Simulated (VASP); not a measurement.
Er (hcp): the lattice constant a from VASP (plane waves, PAW) at several levels of theory. Static lattice. The 4f electrons are frozen in the core of the lanthanide potential, so 4f levels, which can set the real gap, and their magnetism are missing. The measured value holds thermal and zero-point effects that the static calculation lacks.

```tsv
level	lattice constant a (Å)	error against measurement
PBE	3.582	+0.6 %
PBEsol	3.511	-1.4 %
revPBE	3.620	+1.7 %
PW91	3.573	+0.4 %
optB86b-vdW	3.530	-0.8 %
r2SCAN	3.588	+0.8 %
```

Measured: 3.559 Å at 293 K (as given by Wikipedia, Erbium (infobox)).

The cell of the PBE run:

Space group P6₃/mmc (No. 194); a = b = 3.582 Å, c = 5.570 Å, α = β = 90.00°, γ = 120.00°

| atom | site | symmetry | x | y | z |
|---|---|---|---|---|---|
| Er | 2c | -6m2 | 0.3333 | 0.6667 | 0.2500 |

Only levels that ran to the end are used. Left out are those held back, those with too coarse a band path, GW runs whose mesh misses a band edge, hybrids' fits of cells that aren't cubic and levels without matching references; a question may draw on a part of the rest.

The compound is Er in the hcp structure.
